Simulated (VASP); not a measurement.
The cell holds one C (diamond) (110) slab, with vacuum along c, ions free to move until forces fall under 0.03 eV/Å, no reconstruction beyond this cell, dipole correction on.

Here is the system:

```
C
1.0
    3.55646     0.00000     0.00000
    0.00000     2.51480     0.00000
    0.00000     0.00000    25.01487
C
16
Direct
  0.15442   0.00000   0.66918
  0.34558   0.50000   0.66918
  0.63479   0.50000   0.62690
  0.86521   0.00000   0.62690
  0.12578   0.00000   0.57534
  0.37422   0.50000   0.57534
  0.62552   0.50000   0.52523
  0.87448   0.00000   0.52523
  0.12552   0.00000   0.47477
  0.37448   0.50000   0.47477
  0.62578   0.50000   0.42466
  0.87422   0.00000   0.42466
  0.13479   0.00000   0.37310
  0.36521   0.50000   0.37310
  0.65442   0.50000   0.33082
  0.84558   0.00000   0.33082
```

These are PBEsol GGA, VASP's PBE PAW potentials (set 64) (plane waves; VASP 6.6.1) values and carry that method's errors. Numerical set-up: 450 eV cut-off, 8×11×1 Γ-centred mesh, first-order Methfessel-Paxton smearing of 0.10 eV, potentials C.

Slab and bulk use different k-meshes, so the surface energy is good to a few per cent at best.

Q: Predict its surface energy, work function, band gap (on the k-mesh).

A: 
```
Quantity                                                     Value
------------------------  ----------------------------------------
surface energy                                          5.59 J/m^2
work function                                              5.38 eV
band gap (on the k-mesh)  none (metal, semimetal or under 0.01 eV)
```

The cell is a thin slab with vacuum, built from C (diamond): (110) face.
